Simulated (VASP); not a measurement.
Method: PBEsol GGA, VASP's PBE PAW potentials (set 64) (plane waves; VASP 6.6.1).

VASP ran on this input.

### KPOINTS
```
Automatic mesh
0
Gamma
10 10 10
0 0 0
```

POSCAR:
```
HfBe2
1
    3.7795000000     0.0000000000     0.0000000000
   -1.8897500000     3.2731430000     0.0000000000
    0.0000000000     0.0000000000     3.1699600000
Hf Be
1 2
Direct
  0.0000000000   0.0000000000   0.0000000000
  0.3333330000   0.6666670000   0.5000000000
  0.6666670000   0.3333330000   0.5000000000
```

INCAR:
```
SYSTEM = HfBe2
PREC = Accurate; ENCUT = 300; LREAL = .FALSE.
LASPH = .TRUE.
EDIFF = 1E-6; NELM = 100; ALGO = Normal
LMAXMIX = 6
ISMEAR = 0; SIGMA = 0.05
GGA = PS
ISIF = 2
LWAVE = .FALSE.; LCHARG = .FALSE.
```

POTCAR, in this order: Hf_pv Be (PBE.64 set). Program: vasp_std.

The resulting files:

**OUTCAR**
```
 ion  position               nearest neighbor table
   1  0.000  0.000  0.000-   2 2.70   3 2.70   2 2.70   3 2.70   2 2.70   2 2.70   3 2.70   3 2.70
                             3 2.70   3 2.70   2 2.70   2 2.70
   2  0.333  0.667  0.500-   3 2.18   3 2.18   3 2.18   1 2.70   1 2.70   1 2.70   1 2.70   1 2.70
                             1 2.70
   3  0.667  0.333  0.500-   2 2.18   2 2.18   2 2.18   1 2.70   1 2.70   1 2.70   1 2.70   1 2.70
                             1 2.70
  LATTYP: Found a hexagonal cell.
 ALAT       =     3.7795000000
 C/A-ratio  =     0.8387246990
 Subroutine PRICEL returns:
 Original cell was already a primitive cell.
 Subroutine GETGRP returns: Found 24 space group operations
The static configuration has the point symmetry D_6h.
The dynamic configuration has the point symmetry D_6h.
 Subroutine INISYM returns: Found 24 space group operations
 Subroutine IBZKPT returns following result:
 Found     84 irreducible k-points:

 Following reciprocal coordinates:
            Coordinates               Weight
  0.000000  0.000000  0.000000      1.000000
  0.100000 -0.000000  0.000000      6.000000
  0.200000 -0.000000  0.000000      6.000000
  0.300000 -0.000000  0.000000      6.000000
  0.400000 -0.000000  0.000000      6.000000
  0.500000  0.000000  0.000000      3.000000
  0.100000  0.100000  0.000000      6.000000
  0.200000  0.100000  0.000000     12.000000
  0.300000  0.100000  0.000000     12.000000
  0.400000  0.100000  0.000000     12.000000
  0.200000  0.200000  0.000000      6.000000
  0.300000  0.200000  0.000000     12.000000
  0.400000  0.200000  0.000000      6.000000
  0.300000  0.300000  0.000000      6.000000
  0.000000  0.000000  0.100000      2.000000
  0.100000 -0.000000  0.100000     12.000000
  0.200000 -0.000000  0.100000     12.000000
  0.300000 -0.000000  0.100000     12.000000
  0.400000 -0.000000  0.100000     12.000000
  0.500000  0.000000  0.100000      6.000000
  0.100000  0.100000  0.100000     12.000000
  0.200000  0.100000  0.100000     24.000000
  0.300000  0.100000  0.100000     24.000000
  0.400000  0.100000  0.100000     24.000000
  0.200000  0.200000  0.100000     12.000000
  0.300000  0.200000  0.100000     24.000000
  0.400000  0.200000  0.100000     12.000000
  0.300000  0.300000  0.100000     12.000000
  0.000000  0.000000  0.200000      2.000000
  0.100000 -0.000000  0.200000     12.000000
  0.200000 -0.000000  0.200000     12.000000
  0.300000 -0.000000  0.200000     12.000000
  0.400000 -0.000000  0.200000     12.000000
  0.500000  0.000000  0.200000      6.000000
  0.100000  0.100000  0.200000     12.000000
  0.200000  0.100000  0.200000     24.000000
  0.300000  0.100000  0.200000     24.000000
  0.400000  0.100000  0.200000     24.000000
  0.200000  0.200000  0.200000     12.000000
  0.300000  0.200000  0.200000     24.000000
   k-points           NKPTS =     84   k-points in BZ     NKDIM =     84   number of bands    NBANDS=     11
   number of dos      NEDOS =    301   number of ions     NIONS =      3
   total plane-waves  NPLWV =  10368
   dimension x,y,z NGX =    24 NGY =   24 NGZ =   18
   dimension x,y,z NGXF=    48 NGYF=   48 NGZF=   36
   ions per type =               1   2
   PREC   = accura    normal or accurate (medium, high low for compatibility)
   ISTART =      0    job   : 0-new  1-cont  2-samecut
   ICHARG =      2    charge: 1-file 2-atom 10-const
   ISPIN  =      1    spin polarized calculation?
   LNONCOLLINEAR =      F non collinear calculations
   LSORBIT =      F    spin-orbit coupling
   INIWAV =      1    electr: 0-lowe 1-rand  2-diag
   ENCUT  =  300.0 eV  22.05 Ry    4.70 a.u.   5.34  5.34  4.48*2*pi/ulx,y,z
...
```

File OSZICAR:
```
       N       E                     dE             d eps       ncg     rms          rms(c)
DAV:   1     0.473015367577E+01    0.47302E+01   -0.53535E+03  1936   0.732E+02
DAV:   2    -0.200376007263E+02   -0.24768E+02   -0.23502E+02  2294   0.146E+02
DAV:   3    -0.208325600264E+02   -0.79496E+00   -0.78068E+00  2411   0.212E+01
DAV:   4    -0.208418204823E+02   -0.92605E-02   -0.92492E-02  2208   0.257E+00
DAV:   5    -0.208419977620E+02   -0.17728E-03   -0.17724E-03  2410   0.287E-01    0.490E+01
DAV:   6    -0.191352117414E+02    0.17068E+01   -0.37864E+00  2068   0.112E+01    0.350E+01
DAV:   7    -0.190467867149E+02    0.88425E-01   -0.18037E+00  2226   0.796E+00    0.643E+00
DAV:   8    -0.189745378481E+02    0.72249E-01   -0.50348E-01  2084   0.406E+00    0.799E-01
DAV:   9    -0.189717716220E+02    0.27662E-02   -0.22613E-02  2196   0.111E+00    0.303E-01
DAV:  10    -0.189717434472E+02    0.28175E-04   -0.73139E-04  2200   0.207E-01    0.264E-01
DAV:  11    -0.189717417438E+02    0.17035E-05   -0.71741E-05  2241   0.534E-02    0.232E-02
DAV:  12    -0.189717410962E+02    0.64758E-06   -0.70679E-06  2199   0.171E-02
   1 F= -.18971741E+02 E0= -.18970544E+02  d E =-.239406E-02
```

**OUTCAR**
```
------------------------ aborting loop because EDIFF is reached ----------------------------------------
  FORCE on cell =-STRESS in cart. coord.  units (eV):
  Direction    XX          YY          ZZ          XY          YZ          ZX
  --------------------------------------------------------------------------------------
  Total       -0.5676719     -0.5676719     -0.6314254      0.0000000      0.0000000      0.0000000
  in kB      -23.1928893    -23.1928891    -25.7976113      0.0000000      0.0000000      0.0000000
  external PRESSURE =     -24.0611299 kB  Pullay stress =       0.0000000 kB
  volume of cell :       39.22
      direct lattice vectors                 reciprocal lattice vectors
     3.779500000  0.000000000  0.000000000     0.264585263  0.152758373  0.000000000
    -1.889750000  3.273143000  0.000000000     0.000000000  0.305516746  0.000000000
     0.000000000  0.000000000  3.169960000     0.000000000  0.000000000  0.315461394
 POSITION                                       TOTAL-FORCE (eV/Angst)
 -----------------------------------------------------------------------------------
      0.00000      0.00000      0.00000         0.000000      0.000000     -0.000000
     -0.00000      2.18210      1.58498        -0.000000     -0.000000     -0.000000
      1.88975      1.09105      1.58498         0.000000      0.000000      0.000000
 -----------------------------------------------------------------------------------
    total drift:                                0.000000      0.000000      0.000000
  FREE ENERGIE OF THE ION-ELECTRON SYSTEM (eV)
  ---------------------------------------------------
  free  energy   TOTEN  =       -18.9717410962 eV

  energy  without entropy=      -18.9693470326  energy(sigma->0) =      -18.97054406
```
(Selected blocks of OUTCAR.)

**OUTCAR**
```
 val. band max:        4.3930807432   @ k =   0.2000   0.1000   0.0000

 cond. band min:       4.4219945981   @ k =   0.1000  -0.0000   0.5000


 Fermi energy:         4.4149199296

 k-point     1 :       0.0000    0.0000    0.0000
  band No.  band energies     occupation
      1     -25.4492      2.00000
      2     -25.4492      2.00000
      3     -25.1627      2.00000
      4      -3.6026      2.00000
      5       3.4006      2.00000
      6       3.4007      2.00000
      7       3.9884      2.00000
      8       8.2603      0.00000
      9       8.9889      0.00000
     10       8.9889      0.00000
     11      10.1156      0.00000

 k-point     2 :       0.1000   -0.0000    0.0000
  band No.  band energies     occupation
      1     -25.4607      2.00000
      2     -25.4520      2.00000
      3     -25.1615      2.00000
      4      -3.4495      2.00000
      5       3.1425      2.00000
      6       3.4977      2.00000
      7       3.9943      2.00000
      8       7.6002      0.00000
      9       8.9444      0.00000
     10       9.5677      0.00000
     11       9.7566      0.00000

 k-point     3 :       0.2000   -0.0000    0.0000
  band No.  band energies     occupation
      1     -25.4902      2.00000
      2     -25.4595      2.00000
      3     -25.1582      2.00000
      4      -3.0071      2.00000
      5       2.5096      2.00000
      6       3.7641      2.00000
      7       3.9732      2.00000
      8       6.8756      0.00000
      9       8.7036      0.00000
     10       8.8318      0.00000
     11       9.1191      0.00000

 k-point     4 :       0.3000   -0.0000    0.0000
  band No.  band energies     occupation
      1     -25.5266      2.00000
      2     -25.4691      2.00000
      3     -25.1543      2.00000
      4      -2.3277      2.00000
      5       1.7177      2.00000
      6       3.8268      2.00000
      7       4.1224      2.00000
      8       6.3505      0.00000
      9       8.2079      0.00000
...
```

At this cut-off the stress carries a Pulay error, which pulls relaxed volumes low. Unless said otherwise, spin-orbit coupling is left out, though it shifts the bands of the heavy elements here.

The structure comes from a computed database's HfBe2 entry (P6/mmm); how it stands against other phases isn't given here. The cell was not relaxed at this level. The run is one of a series of settings (GGA = PS, POTCAR Hf_pv Be (PBE.64 set) against the base run), some of them coarse on purpose.
